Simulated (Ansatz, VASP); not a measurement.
## Two plane-wave programs on La2AlF

```
La Al F
1.0
    -2.22702    2.22702    5.89208
     2.22702   -2.22702    5.89208
     2.22702    2.22702   -5.89208
La Al F
2 1 1
Direct
  0.18960 0.18960 0.00000
  0.81040 0.81040 0.00000
  0.50000 0.50000 0.00000
  0.00000 0.00000 0.00000
```

Alike in both runs: functional PBE; k mesh 6 × 6 × 6; occupations gaussian, width 0.1 eV; no spin polarisation.

Ansatz relaxed the structure, and its values are those at the end. VASP's run is a single point on that final structure, the one shown.

|  | VASP | Ansatz |
| --- | --- | --- |
| version | VASP 6.6.1 | Ansatz 0.2.0 |
| potentials or method | VASP PAW PBE potentials, release 64 (La, Al, F) | scalar-relativistic, plane waves, PAW |
| plane-wave cutoff (eV) | 520 | 420 |
| valence electrons in the cell | 32 | 32 |

|  | VASP | Ansatz | Ansatz less VASP |
| --- | --- | --- | --- |
| gap on the k mesh at the Fermi level (eV) | none | none | - |
| pressure (GPa) | 0.0 | 0.1 | +0.08 |
| rms of the force components (eV/Å) | 0.007 | 0.013 | +0.0062 |

A gap of «none» marks a metal or a gap that the smearing closes.

Spin-orbit coupling is left out, which matters for the levels of La.
